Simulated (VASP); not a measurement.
Consider the following.

```yaml
crystal:
  lattice:
    - [-3.20196, 3.20196, 3.20196]
    - [3.20196, -3.20196, 3.20196]
    - [3.20196, 3.20196, -3.20196]
  atoms:
    - { symbol: Cs, position: [0.00000, 0.00000, 0.00000] }
```

Calculation: RPBE GGA, VASP's PBE PAW potentials (set 64) (plane waves; VASP). Numerical set-up: 520 eV cut-off, Gaussian smearing of 0.050 eV, potentials Cs_sv.

Q: Give the energies of bands 5 to 7 at the high-symmetry points, in eV from the Fermi level.

A: 
```tsv
band	Γ	H	N	P
5	-1.55	0.71	0.08	0.93
6	2.43	0.71	0.70	0.93
7	2.43	2.68	1.65	0.93
```

It has no gap at this level: it comes out as a metal or semimetal.

The compound is Cs in the bcc structure. It was relaxed first, which changed the volume by +16 %.
